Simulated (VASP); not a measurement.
These are PBE GGA with D4 dispersion, VASP's PBE PAW potentials (set 64) (plane waves; VASP) values and carry that method's errors.

The input files of a VASP run:

KPOINTS:
```
k-points along high-symmetry lines
10
Line-mode
Reciprocal
  0.000000   0.000000   0.000000 ! GAMMA
  0.000000   0.500000   0.000000 ! X

  0.000000   0.500000   0.000000 ! X
  0.500000   0.500000   0.000000 ! M

  0.500000   0.500000   0.000000 ! M
  0.000000   0.000000   0.000000 ! GAMMA

  0.000000   0.000000   0.000000 ! GAMMA
  0.000000   0.000000   0.500000 ! Z

  0.000000   0.000000   0.500000 ! Z
  0.000000   0.500000   0.500000 ! R

  0.000000   0.500000   0.500000 ! R
  0.500000   0.500000   0.500000 ! A

  0.500000   0.500000   0.500000 ! A
  0.000000   0.000000   0.500000 ! Z

  0.000000   0.500000   0.000000 ! X
  0.000000   0.500000   0.500000 ! R

  0.500000   0.500000   0.000000 ! M
  0.500000   0.500000   0.500000 ! A
```

**INCAR**
```
# general
SYSTEM   =  PbO
PREC     =  Accurate
ENCUT    =  520
LREAL    =  .False.
LASPH    =  .True.
ICHARG   =  11

# electronic loop
EDIFF    =  1E-7
NELM     =  100
ALGO     =  Normal
LMAXMIX  =  4

# smearing
ISMEAR   =  0
SIGMA    =  0.05

# functional
GGA      =  PE
IVDW     =  13

# output
LWAVE    =  .False.
LCHARG   =  .False.
LORBIT   =  11
```

File POSCAR:
```
PbO
4.0379510
  1.0000000405   0.0000000000   0.0000000000
  0.0000000000   1.0000000405   0.0000000000
  0.0000000000   0.0000000000   1.2253700216
Pb O
2 2
Cartesian
  0.5000000202   0.0000000000   0.9315140417
  0.0000000000   0.5000000202   0.2938559799
  0.5000000202   0.5000000202   0.0000000000
  0.0000000000   0.0000000000   0.0000000000
```

POTCAR, in this order: Pb_d O (PBE.64 set). Program: vasp_std. Read from the step before: CHGCAR.

Output of the run:

**OSZICAR**
```
       N       E                     dE             d eps       ncg     rms          rms(c)
DAV:   1     0.436909371795E+03    0.43691E+03   -0.20249E+04  4320   0.199E+03
DAV:   2     0.303942132509E+02   -0.40652E+03   -0.39965E+03  4624   0.495E+02
DAV:   3    -0.191576790270E+02   -0.49552E+02   -0.48159E+02  5768   0.186E+02
DAV:   4    -0.210254053523E+02   -0.18677E+01   -0.18663E+01  4784   0.394E+01
DAV:   5    -0.210968212149E+02   -0.71416E-01   -0.71406E-01  6128   0.733E+00
DAV:   6    -0.210983870328E+02   -0.15658E-02   -0.15658E-02  5168   0.108E+00
DAV:   7    -0.210984676495E+02   -0.80617E-04   -0.80617E-04  6608   0.203E-01
DAV:   8    -0.210984694531E+02   -0.18036E-05   -0.18036E-05  5272   0.227E-02
DAV:   9    -0.210984694669E+02   -0.13754E-07   -0.13763E-07  4360   0.304E-03
   1 F= -.22196702E+02 E0= -.22196702E+02  d E =-.191316E-12
```

OUTCAR:
```
 val. band max:        4.8743252471   @ k =   0.0000   0.1111   0.0000

 cond. band min:       6.1167352471   @ k =   0.5000   0.5000   0.0000



 k-point     1 :       0.0000    0.0000    0.0000
  band No.  band energies     occupation
      1     -13.1779      2.00000
      2     -12.7453      2.00000
      3     -11.0549      2.00000
      4     -11.0549      2.00000
      5     -11.0048      2.00000
      6     -10.9618      2.00000
      7     -10.9122      2.00000
      8     -10.8429      2.00000
      9     -10.8428      2.00000
     10     -10.8428      2.00000
     11     -10.8112      2.00000
     12      -9.5156      2.00000
     13      -2.0293      2.00000
     14      -1.7578      2.00000
     15       0.8305      2.00000
     16       0.8305      2.00000
     17       3.3502      2.00000
     18       3.3599      2.00000
     19       3.3599      2.00000
     20       4.8553      2.00000
     21       7.2983      0.00000
     22      10.4156      0.00000
     23      10.4156      0.00000
     24      10.5398      0.00000

 k-point     2 :       0.0000    0.0556    0.0000
  band No.  band energies     occupation
      1     -13.1717      2.00000
      2     -12.7467      2.00000
      3     -11.0534      2.00000
      4     -11.0531      2.00000
      5     -11.0027      2.00000
      6     -10.9605      2.00000
      7     -10.9128      2.00000
      8     -10.8527      2.00000
      9     -10.8437      2.00000
     10     -10.8260      2.00000
     11     -10.8125      2.00000
     12      -9.5235      2.00000
     13      -2.0472      2.00000
     14      -1.7567      2.00000
     15       0.8439      2.00000
     16       0.8488      2.00000
     17       3.2325      2.00000
     18       3.3395      2.00000
     19       3.4017      2.00000
     20       4.8627      2.00000
     21       7.3886      0.00000
     22      10.0499      0.00000
     23      10.4313      0.00000
     24      10.7427      0.00000

...
```

The density is held fixed in this step, so its total energy and stress have no physical meaning. Unless said otherwise, spin-orbit coupling is left out, though it shifts the bands of the heavy elements here.

The compound is PbO in the litharge structure. It was relaxed first.
